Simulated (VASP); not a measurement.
Energy against volume of ZrB$_{2}$ (AlB2 type). Calculation: PW91 GGA, VASP's PBE PAW potentials (set 64) (plane waves; VASP 6.6.1). Run with 520 eV cut-off, 11×11×9 Γ-centred mesh, first-order Methfessel-Paxton smearing of 0.10 eV, potentials Zr_sv B.

Shape and ions are relaxed at each volume.

```
V (Å³/atom)  E (eV/atom)
-----------  -----------
9.997           -8.28932
10.306          -8.29704
10.615          -8.29096
10.924          -8.27297
```

Problem. Fit these four points and predict the energy of the run at 9.688 Å³/atom.

Solution. A cubic in V^(−2/3), the third-order Birch-Murnaghan form, passes through the four points with V0 = 10.32 Å³/atom and B0 = 237 GPa, and gives -8.2656 eV/atom there. The run gave -8.2656 eV/atom, -0.0 meV/atom from the fit; all five points give B0 = 237 GPa.

The compound is ZrB2 in the AlB2 type structure. It was relaxed first.
